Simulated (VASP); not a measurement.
These are PBEsol GGA, VASP's PBE PAW potentials (set 64) (plane waves; VASP 6.6.1) values and carry that method's errors.

VASP input:

### KPOINTS
```
Automatic mesh
0
Gamma
12 12 10
0 0 0
```

### POSCAR
```
MgB2
1.0
  1.4507266722  -2.5127313254   0.0000000000
  1.4507266722   2.5127313254   0.0000000000
  0.0000000000   0.0000000000   3.1650323110
Mg B
1 2
Cartesian
  0.0000000000   0.0000000000   0.0000000000
  1.4507266722   0.8375787836   1.5825161555
  1.4507266722  -0.8375787836   1.5825161555
```

### INCAR
```
ALGO = Normal
EDIFF = 1E-6
EDIFFG = -0.02
ENCUT = 620
GGA = PS
IBRION = 2
ISIF = 3
ISMEAR = 1
LASPH = .TRUE.
LCHARG = .FALSE.
LREAL = .FALSE.
LWAVE = .FALSE.
NELM = 100
NSW = 40
PREC = Accurate
PSTRESS = 450
SIGMA = 0.1
SYSTEM = MgB2
```

POTCAR, in this order: Mg B (PBE.64 set). Program: vasp_std.

Output

File OSZICAR:
```
       N       E                     dE             d eps       ncg     rms          rms(c)
DAV:   1     0.875415294978E+01    0.87542E+01   -0.45790E+03  1984   0.999E+02
DAV:   2    -0.172505076739E+02   -0.26005E+02   -0.24708E+02  2656   0.133E+02
DAV:   3    -0.174888166843E+02   -0.23831E+00   -0.23801E+00  2328   0.148E+01
DAV:   4    -0.174891575041E+02   -0.34082E-03   -0.34081E-03  2808   0.477E-01
DAV:   5    -0.174891575782E+02   -0.74053E-07   -0.73548E-07  2352   0.604E-03    0.600E+00
DAV:   6    -0.159042932740E+02    0.15849E+01   -0.23500E+00  2032   0.926E+00    0.299E+00
DAV:   7    -0.155938449299E+02    0.31045E+00   -0.13985E+00  2104   0.701E+00    0.866E-01
DAV:   8    -0.155903694029E+02    0.34755E-02   -0.12931E-01  1992   0.247E+00    0.422E-01
DAV:   9    -0.155817425080E+02    0.86269E-02   -0.23876E-02  2072   0.933E-01    0.558E-02
DAV:  10    -0.155816493888E+02    0.93119E-04   -0.12228E-03  2552   0.243E-01    0.223E-02
DAV:  11    -0.155816347308E+02    0.14658E-04   -0.84973E-05  2024   0.651E-02    0.280E-03
DAV:  12    -0.155816343943E+02    0.33650E-06   -0.27413E-06  2288   0.117E-02
   1 F= -.91006388E+01 E0= -.91009538E+01  d E =-.910064E+01
       N       E                     dE             d eps       ncg     rms          rms(c)
DAV:   1    -0.155883567197E+02   -0.67220E-02   -0.74351E-03  2320   0.681E-01    0.505E-02
DAV:   2    -0.155882089527E+02    0.14777E-03   -0.29242E-04  2352   0.121E-01    0.226E-02
DAV:   3    -0.155881750484E+02    0.33904E-04   -0.14268E-04  2088   0.714E-02    0.352E-03
DAV:   4    -0.155881747506E+02    0.29781E-06   -0.27429E-06  2136   0.147E-02
   2 F= -.91008766E+01 E0= -.91012407E+01  d E =-.237733E-03
```

### OUTCAR
```
------------------------ aborting loop because EDIFF is reached ----------------------------------------
  FORCE on cell =-STRESS in cart. coord.  units (eV):
  Direction    XX          YY          ZZ          XY          YZ          ZX
  --------------------------------------------------------------------------------------
  Total        6.4859295      6.4859234      6.5001587     -0.0000000      0.0000000      0.0000000
  in kB      449.9050582    449.9046351    450.8920853     -0.0000000      0.0000000      0.0000000
  external PRESSURE =       0.2339262 kB  Pullay stress =     450.0000000 kB
  volume of cell :       23.10
      direct lattice vectors                 reciprocal lattice vectors
     1.449660101 -2.510883769 -0.000000000     0.344908437 -0.199133073  0.000000000
     1.449660101  2.510883769  0.000000000     0.344908437  0.199133073 -0.000000000
     0.000000000  0.000000000  3.172774007     0.000000000 -0.000000000  0.315181604
 POSITION                                       TOTAL-FORCE (eV/Angst)
 -----------------------------------------------------------------------------------
      0.00000     -0.00000     -0.00000        -0.000000     -0.000000      0.000000
      1.44966      0.83696      1.58639        -0.000000     -0.000000     -0.000000
      1.44966     -0.83696      1.58639         0.000000      0.000000      0.000000
 -----------------------------------------------------------------------------------
    total drift:                                0.000000     -0.000000      0.000000
  FREE ENERGIE OF THE ION-ELECTRON SYSTEM (eV)
  ---------------------------------------------------
  free  energy   TOTEN  =       -15.5881747506 eV

  energy  without entropy=      -15.5892672647  energy(sigma->0) =      -15.58853892
  enthalpy is  TOTEN    =        -9.1008765538 eV   P V=        6.4872981968

 reached required accuracy - stopping structural energy minimisation
```
(Selected blocks of OUTCAR.)

### CONTCAR
```
MgB2
   1.00000000000000
     1.4496601012782395   -2.5108837685224312   -0.0000000000000000
     1.4496601012782395    2.5108837685224312    0.0000000000000000
     0.0000000000000000    0.0000000000000000    3.1727740072354198
  Mg              B
     1     2
Direct
     0.0000000000000000    0.0000000000000000    0.0000000000000000
     0.3333330000000032    0.6666669999999968    0.5000000000000000
     0.6666669999999968    0.3333330000000032    0.5000000000000000
```

The compound is MgB2 in the AlB2 type structure. This run relaxes it under an external pressure of 45 GPa. Symmetry was kept, so distortions that lower it aren't found.
